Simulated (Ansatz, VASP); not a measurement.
**Cross-check of MnV between VASP and Ansatz**

Wanted: the spread between two codes on one cell, functional and k mesh. The cell is taken from a series of runs on this material, whose earlier steps may have relaxed, scaled, displaced or heated it; both programs get it as it stands.

Calculated with Ansatz 0.2.0; plane waves, with VASP 6.6.1 beside it; zone-centre phonons at PBEsol.

## Step 1: The structure

Symmetry: Pm-3m, No. 221, cubic system. Conventional cell: a = 2.837 Å, b = 2.837 Å, c = 2.837 Å, α = 90.00°, β = 90.00°, γ = 90.00°. Mn has 8 V at 2.46 Å nearest. V has 8 Mn at 2.46 Å nearest. Farther neighbours are not listed.

## Step 2: Ansatz: zone-centre phonons, PBEsol

Ansatz runs on its PAW soft_1 files.

Second derivatives magnify differences that forces hide, and they need a tight electronic threshold.

Contents of input.yaml:

```yaml
crystal:
  lattice:
    - [2.8373045862, 0.0, 0.0]
    - [0.0, 2.8373045862, 0.0]
    - [0.0, 0.0, 2.8373045862]
  atoms:
    - { symbol: Mn, position: [0.0, 0.0, 0.0] }
    - { symbol: V, position: [0.5, 0.5, 0.5] }
kpoints:
  mp_grid: { grid: [16, 16, 16] }
hamiltonian:
  xc: pbesol
  pseudopotentials: { kind: paw, azcp: { folder: soft_1 }, xc_functional: pbe }
scf:
  occupations: { method: methfessel_paxton, width: 0.2 }
output:
  eigenvalues: true
phonons:
  method: dfpt
```

Launch:

```console
$ ansatz run input.yaml --threads 4 --pin off --max-ram 10240MiB --backend cpu --events-out ev --progress --plain --runs-dir out
```

Numbers of over 12 decimals in the logs are rounded to 6 here.

Log:

```text
Engine: ansatz 0.2.0, aarch64-unknown-linux-gnu
Pseudopotentials: kind: paw
Pseudopotential: Mn, paw, valence charge 15, recommended cutoff 420 eV (normal), soft_1/Mn.paw.azcp
Pseudopotential: V, paw, valence charge 13, recommended cutoff 420 eV (normal), soft_1/V.paw.azcp
Functional definition: PBEsol
  exchange = pbesol_x
  correlation = pbesol_c
Crystal: 2 atoms, lattice volume = 22.841 Å³
Basis set: ecut = 420 eV, 461 PW (Γ), exchange–correlation on 40×40×40 points (8 copies of the dense FFT grid, shifted against one another)
Bands: 18, of which v1, the nominal top of the filled ones, is band 14 counted from 1 (13 counted from 0)
Symmetry: 48 space group operations
k-points: 405 of 4096 (irreducible under 8 space group operations, time reversal used)
Non-local potential: Mn, projectors of the file, l = 0: 3, l = 1: 2, l = 2: 3, l = 3: 1
Non-local potential: V, projectors of the file, l = 0: 3, l = 1: 2, l = 2: 3, l = 3: 1
PAW form: soft (Blöchl's): semilocal exchange-correlation on the pseudo side does not see the compensation charge
PAW frozen core: Mn, regenerated for the run's functional, and the local potential with it (the file was generated under x = pbe(κ = 0.804, μ = 0.219515), c = pbe(β = 0.066725))
PAW frozen core: V, regenerated for the run's functional, and the local potential with it (the file was generated under x = pbe(κ = 0.804, μ = 0.219515), c = pbe(β = 0.066725))
PAW one-centre angular grid: Mn, 590 points (default); XC on 64 Gauss nodes
PAW one-centre angular grid: V, 590 points (default); XC on 64 Gauss nodes
Initial density: superposition of atomic densities (chi_scale 0.1, normalization cell, long waves kept (reshape's long-wave potential 0.00 eV rms))
Initial wavefunctions: pseudopotential atomic-orbital guess
Functional: x = pbesol(κ = 0.804, μ = 0.123457), c = pbesol(β = 0.046)
SCF iter   1: F=—  HF=-6755.768914 eV  |F-HF|=—  |Δ(HF+E_count)|=         —  Δρ=1.57e-1  dr2=6.61e0  ethr=3.10e-3  ⟨swp⟩=3.2  Hψ=26333  notcnv=0
preconditioner: auto → none  [metal: Δε(μ)=0.053 eV  Ē_g=4.534 eV  σ=0.200 eV  W_gap=0.22  n_scr=6 (ndim 8)  ℏωp=26.9 eV  f_vac=0.000  D(μ)=0.30/eV (n_scr^D=0)  sad-step TF]
SCF iter   2: F=—  HF=-6755.066684 eV  |F-HF|=—  |Δ(HF+E_count)|=   7.02e-1  S|Δr|=    0.00e0  Δρ=1.38e-1  dr2=5.37e0  ethr=3.10e-3  ⟨swp⟩=2.8  Hψ=17086  notcnv=0
SCF iter   3: F=—  HF=-6754.705154 eV  |F-HF|=—  |Δ(HF+E_count)|=   3.62e-1  S|Δr|=    0.00e0  Δρ=4.06e-2  dr2=3.69e-1  ethr=3.10e-3  ⟨swp⟩=2.2  Hψ=11319  notcnv=0
SCF iter   4: F=—  HF=-6754.693424 eV  |F-HF|=—  |Δ(HF+E_count)|=   1.17e-2  S|Δr|=    0.00e0  Δρ=3.15e-3  dr2=8.78e-4  ethr=1.32e-3  ⟨swp⟩=2.0  Hψ=10697  notcnv=0
SCF iter   5: F=—  HF=-6754.694283 eV  |F-HF|=—  |Δ(HF+E_count)|=   8.58e-4  S|Δr|=    0.00e0  Δρ=5.91e-4  dr2=5.48e-5  ethr=3.13e-6  ⟨swp⟩=2.0  Hψ=12620  notcnv=0
SCF iter   6: F=—  HF=-6754.694266 eV  |F-HF|=—  |Δ(HF+E_count)|=   1.62e-5  S|Δr|=    0.00e0  Δρ=3.36e-4  dr2=2.93e-5  ethr=1.96e-7  ⟨swp⟩=2.0  Hψ=10884  notcnv=0
SCF iter   7: F=—  HF=-6754.694266 eV  |F-HF|=—  |Δ(HF+E_count)|=   1.50e-7  S|Δr|=    0.00e0  Δρ=5.82e-5  dr2=8.72e-7  ethr=1.05e-7  ⟨swp⟩=1.7  Hψ=7589  notcnv=0
SCF iter   8: F=—  HF=-6754.694269 eV  |F-HF|=—  |Δ(HF+E_count)|=   2.65e-6  S|Δr|=    0.00e0  Δρ=5.47e-6  dr2=5.28e-9  ethr=3.12e-9  ⟨swp⟩=1.3  Hψ=7425  notcnv=0
SCF iter   9: F=—  HF=-6754.694269 eV  |F-HF|=—  |Δ(HF+E_count)|=  4.66e-10  S|Δr|=    0.00e0  Δρ=4.52e-7  dr2=6.64e-11  ethr=1.89e-11  ⟨swp⟩=1.7  Hψ=7844  notcnv=0
SCF iter  10: F=-6754.694269 eV  HF=-6754.694269 eV  |F-HF|=0.00e0  |Δ(HF+E_count)|=  3.64e-12  S|Δr|=    0.00e0  Δρ=5.02e-8  dr2=6.95e-13  ethr=1.00e-12  ⟨swp⟩=5.1  Hψ=28524  notcnv=0
the search or the solves at the SCF's close seem to have found levels that the self-consistency loop had missed (the run counts 2). By its estimate they hold under 1e-12 electrons; where the run keeps them, the occupations were computed again with them
SCF 1 converged in 10 iterations: F = -6754.694269 eV  dr2 = 6.95e-13
  greatest PAW one-centre occupation: 1.000 electrons in one spin orbital (limit 2), on the Mn atom at site 0 (counted from 0), in its partial waves of l = 0
DFPT response loops at Γ: preconditioner auto → Kerker (q_TF=auto, 2.822 Å⁻¹) (partly filled bands, converged f_vac=0.000); β = 1.00, the filter's whole step (`scf.mixing.beta` (0.50) is not read by the response loops under this deck's `scf.mixing.preconditioner`; to damp them name `kerker` or `kerker_dos`, under which they read `scf.mixing.beta`, and type it under 1.00, their step now; both keys bind the ground state too); Broyden in place of MSR1
SCF converged after 10 iterations
Stability not checked: this state was not tested for a lower state beside it, because cold or Methfessel-Paxton smearing, or corrected tetrahedra, fill the levels in a way that the test cannot read (fill_not_monotonic; see scf.lower_state_search)
Free energy (F): -6754.694269 eV
Harris-Foulkes:  -6754.694269 eV  (|F-HF|=0.00e0)
Internal energy: -6754.696033 eV  (E = F + TS)
E sigma→0 (E₀):  -6754.694710 eV
Entropy (-TS):   0.001764 eV (0.882 meV/atom)
Fermi energy:    19.556492 eV
--- Per-component energies (eV) ---
  E_band       = -281.341103
  E_kinetic    = 619.700002
  E_local      = -2729.564758  (includes V_loc(G=0)·N_el)
  E_nonlocal   = 535.883556
  E_hartree    = 1068.051784
  E_xc         = -226.133425
  E_vxc        = -288.970345  (∫ρ·V_xc dr)
  E_paw        = -2392.596950  (= ΣΔE_a)
  E_vpaw       = -554.494402  (= ΣTr[D̂ρ^β])
  E_aug_tail   = 0.001262  (compensation charges beyond the density's cutoff)
  E_ewald      = -3630.356834
  E_core_change = 0.319330  (= ΣΔE_core)
  E_smearing   = 0.001764  (= −TS)
  E_closure    = -0.000000  (closes the sum)
  Σ components = -6754.694269   (vs F -6754.694269, Δ=0.00e0)
--- Band table (eV; the first three rows and the last of 405) ---
  k-point 0: bands = [... 10 lower, 15.1923, 18.6716, 18.6716, 18.6716, 20.8491, 20.8491, 22.4400, 22.4400]
  k-point 1: bands = [... 10 lower, 15.2443, 18.6666, 18.6666, 18.6992, 20.7865, 20.8732, 22.3158, 22.3158]
  k-point 2: bands = [... 10 lower, 15.3916, 18.6548, 18.6548, 18.7806, 20.6023, 20.9427, 21.9837, 21.9837]
  k-point 404: bands = [... 10 lower, 17.2689, 17.2920, 17.2920, 17.2920, 20.4684, 20.4684, 22.1796, 22.1796]
--- Phonons (Γ-DFPT): 2 representative perturbations + reference, on 405 of 4096 k-points (Σ response iterations 6) ---
  k mesh reduced under 8 symmetry operations, with k and −k counted as one. Each operation leaves every solved perturbation unchanged. A smaller set is not used because it would not reduce the number of displacements times k-points to solve
  ASR residual: 2.599e-5 → 0.000e0 eV/Å²; symmetrization residual: 9.195e-8 eV/Å²
  ASR residual per site (eV/Å²): 2.60e-5 4.00e-6
  Γ frequencies (cm⁻¹): 0.00 0.00 0.00 255.62 255.62 255.62
  non-analytic LO–TO correction: not included (Born effective charges unavailable; polar crystals: no LO–TO splitting at Γ)
```

In the SCF lines HF is the Harris–Foulkes energy and dr2 the Hartree energy of the density residual, in eV; the loop may stop once dr2 is under the threshold and the program's other checks hold. Hψ counts applications of the Hamiltonian.

(Part 1 of 2 ends here.)

[Lines on the potential files, build, host, timing and source positions are cut from VASP's logs without a mark.]

[Logs are printed without paths, hosts, clocks, repeated set-up lines and the standing remarks that a program may print on its own settings, such as how far it seeks lower states.]

[Hosts, paths, dates, database ids (printed as entryN), source tags and the programs' standing remarks are cut or masked in the printed files.]
